Question: Which functional should I trust for the cell of GaN?

I have one wurtzite GaN cell relaxed with twelve functionals, from LDA through several GGAs to meta-GGAs. I need it for two jobs: the strain in a nitride layer stack, and a first idea of the band gap. I had assumed that a higher rung of theory would give a better cell, but LAK, a meta-GGA, ends up as large as plain PBE, and LDA doesn't look bad at all. Are these differences big enough to matter in practice? And is there a reason behind the order, or do I simply pick the row I like?

Plane-wave DFT with VASP 6.6.1 and PAW potentials for wurtzite GaN (4-atom cell), with cell and atomic positions relaxed for each functional, without spin polarisation or dispersion correction. The cutoff is 600 eV, the k mesh 10×10×5 and the Fermi-Dirac smearing 0.05 eV. Volume changes are relative to the input cell, which had a = 3.18 Å and c = 5.166 Å before relaxation; the lengths in the table are those of each relaxed cell.

```
functional                            potentials  volume change (%)  relaxed length a (Å)  relaxed length c (Å)
       LDA  VASP PAW LDA potentials, recommended             -1.850                 3.156                 5.147
       PBE  VASP PAW PBE potentials, recommended              3.980                 3.219                 5.244
    revPBE  VASP PAW PBE potentials, recommended              5.660                 3.236                 5.271
      RPBE  VASP PAW PBE potentials, recommended              6.370                 3.242                 5.287
      BLYP  VASP PAW PBE potentials, recommended              7.950                 3.258                 5.314
    r2SCAN  VASP PAW PBE potentials, recommended              1.110                 3.188                 5.196
       LAK  VASP PAW PBE potentials, recommended              4.280                 3.223                 5.244
       MS2  VASP PAW PBE potentials, recommended             -1.170                 3.164                 5.158
      PW91  VASP PAW PBE potentials, recommended              3.850                 3.216                 5.246
      SCAN  VASP PAW PBE potentials, recommended              0.660                 3.186                 5.181
     rSCAN  VASP PAW PBE potentials, recommended              0.770                 3.184                 5.191
   revTPSS  VASP PAW PBE potentials, recommended              1.750                 3.196                 5.205
```

Answer:

Three sizes are worth remembering. The choice of functional moves the volume of this crystal by about 10% from one end of the table to the other, and the step from LDA to PBE alone makes up about 6 points of that. The edges a (in the hexagonal plane) and c (along the hexagonal axis) each move by about 3%: the cell keeps nearly the same shape, so each length takes about a third of the change of volume. SCAN, rSCAN and r2SCAN, by contrast, agree with one another to within half a point of volume.

Before you call any row good, look at the zero. The volume change counts from the input cell, which is not a measured reference. As a rough recalled figure, the measured cell at room temperature is about 1% larger in volume than that input. Part of the measured volume is due to the vibrations of the atoms, again somewhat under 1%, and a static relaxation leaves this out. A fair target therefore lies between the input cell and 1% above it, and advice is safe only if it holds for that whole range.

By this standard the table divides clearly. The three SCAN-type functionals are within about 1% of the target in volume, wherever in the range you put it, and revTPSS and MS2 are within about 2%. LDA is too small by 2 to 3%, and PBE is too large by 3 to 4%. BLYP, the largest cell, is too large by 7 to 8%. So your impression of LDA is right: its cell is at least as near the target as PBE's, with an error of the opposite sign.

There is a reason for the order, and it starts with how each functional treats uneven density. LDA takes the exchange and correlation energy at each point from a uniform electron gas of the same density. A GGA also looks at how fast the density n changes in space, through the reduced gradient

s = |∇n| / [2 (3π²)^(1/3) n^(4/3)]

and multiplies the LDA exchange energy by a factor F(s), which is 1 for a uniform gas and grows with s over the range that matters most in a solid. More gradient thus means a lower exchange energy.

Now let the crystal expand a little. Neighbouring atoms now fill in less of each other's density. The density around each atom thins out while its relative slope |∇n|/n holds up, so s tends to rise, from the outer edge of the atomic core outwards. A GGA rewards this with extra exchange energy that LDA does not grant. Its gradient term for correlation usually pulls the other way, but more weakly, so the crystal settles at a larger volume. This is the usual explanation; s itself was not computed in these runs. LDA binds too strongly and gives too small a cell; PBE corrects this and, in GaN, overshoots.

The same argument orders most of the GGAs. revPBE and RPBE keep the correlation of PBE but let F(s) rise faster as s grows, and their cells are larger than PBE's by about 1.7 and 2.4 points. BLYP combines an exchange part adjusted to atoms, where gradients are strong, with a correlation part that does not reproduce the uniform electron gas. It adds about 4 points to PBE. PW91 and PBE are built to behave much alike, and the 0.13 points between them should not be used to rank them.

How hard does a functional push on the crystal? Think of a weight hung on a spring. The spring is the crystal, with the bulk modulus B as its stiffness, and the weight is the extra outward pressure P that one functional exerts compared with another. Near the equilibrium volume V₀ the energy is

E(V) ≈ E₀ + B (V − V₀)² / (2 V₀) − P (V − V₀)

and setting its slope to zero gives

(V − V₀) / V₀ = P / B

For GaN, B is roughly 200 GPa, a recalled value. The step of about 6% from LDA to PBE then corresponds to

P ≈ 200 GPa × 0.06 ≈ 12 GPa

or, more honestly, of the order of 10 GPa. The spring picture holds for small changes only: a real crystal softens as it expands, and the push itself varies with volume. It is a conversion between volume and pressure, and it cannot predict which functional pushes harder. That part comes from the gradient argument.

The estimate has a direct practical meaning. If you take a cell relaxed with LDA and compute stresses in it with PBE, PBE will see a crystal squeezed by something like 10 GPa, and all of that is artificial. Relax the cell with the functional that you will use for stresses and elastic properties. The same formula also shows that the leftover pressure hardly matters: the largest in any final cell is about 0.12 GPa, which corresponds to only about 0.06% of volume. This doesn't cover the error of a plane-wave set kept from the starting cell, which should be small at this high cutoff but was not tested.

Why, then, do the SCAN-type functionals do better than the GGAs? A GGA has one gradient factor for every situation. Atoms and molecules favour a strong gradient correction, while the volumes of solids favour a weaker one, so a GGA must settle for a compromise. A meta-GGA also uses the kinetic energy density of the orbitals. This lets it distinguish a region dominated by a single orbital from one where many orbitals overlap and the density varies slowly, as in a metallic bond, and it can apply a different correction in each.

This extra freedom makes a better cell possible, but it does not enforce one. The six meta-GGAs spread over about 5.5 points of volume, more than the 4.1 points of the five GGAs. MS2 gives a cell smaller than the input, revTPSS one moderately larger, and LAK one that matches PBE's to within 0.3 points. The name of the rung tells you which ingredients a functional may use, and how they are combined decides the volume.

For LAK I can't tell you the cause. Its expansion is far larger than anything the leftover pressure could produce. One thing worth testing is the description of the atomic cores: LAK, like every functional here except LDA and PBE, was run with potentials made for another functional, in this case PBE. Whether that matters for LAK's cell is an open question.

Your second job, the band gap, changes the picture. In these same runs PBE gives a gap of 1.71 eV and LAK 2.49 eV, although their volumes are almost equal. The cell therefore cannot explain the difference, and it must come from how the two functionals treat the electrons. A meta-GGA of this kind acts on each orbital through its kinetic energy as well as through a common potential, and this can open the gap. It need not do so: revTPSS is also a meta-GGA, and its gap is no wider than PBE's, even though its smaller cell should help to widen it.

So the functional with the widest gap has one of the poorer cells, and you should judge the two properties separately. Even LAK's gap is about 1 eV short of the measured one, which is roughly 3.5 eV. For trends the gaps here may serve, but for an absolute value you need a method beyond these, such as a hybrid functional or a quasiparticle calculation, applied at a cell that you trust.

The cell also feeds into the gap. GaN's gap widens when the crystal is compressed, so a functional that gives too large a cell loses some gap for that reason alone. Between LDA and PBE the gap falls by 0.40 eV while the volume grows by about 6 points. Both the functional and the cell change in that step, but the cell may well account for most of it: as a rough recalled value, the gap widens by about 0.04 eV per GPa, and the two cells are of the order of 10 GPa apart. So don't read the fall as a verdict on PBE's electronic structure.

For your strain problem, compare the error with the mismatch that you want to describe. GaN and AlN differ in the edge a by only two to three percent, as a rough recalled value. PBE's cell is too long by about 1%, so if you combine a PBE cell for one layer with a measured cell for the other, a large part of the strain can be an error. If you relax both materials with the same functional, much of the error usually cancels in the difference. Where you do need absolute lengths next to measured ones, a SCAN-type functional is the better choice.

Within that group I would take r2SCAN, for numerical reasons and not because of its volume. The three differ by less than half a point of volume, which is within the uncertainty of the rough target, so the table names no winner. SCAN is known to demand fine numerical grids and can be slow to converge; rSCAN and r2SCAN were designed to be smoother, and r2SCAN also restores exact conditions that rSCAN gives up.

The cost is moderate. LDA and the GGAs are about equally expensive. A meta-GGA has to build the kinetic energy density as well and often needs more cycles to converge, but its cost grows with the number of atoms in the same way. None of the twelve needs exact exchange, which is what makes hybrid functionals so much more expensive in a periodic crystal.

In practice, PBE is adequate for screening many similar structures, as long as you compare PBE with PBE and accept lengths about 1% too long. For the final cell of a layer stack, the 3 points of volume between PBE and r2SCAN are worth the extra work. I would not use revPBE, RPBE or BLYP for the GaN cell: they cost as much as PBE and their error is larger. If you move on to a softer crystal, test the functionals again: a weaker spring gives way further to a given push, but the push itself also changes from crystal to crystal.
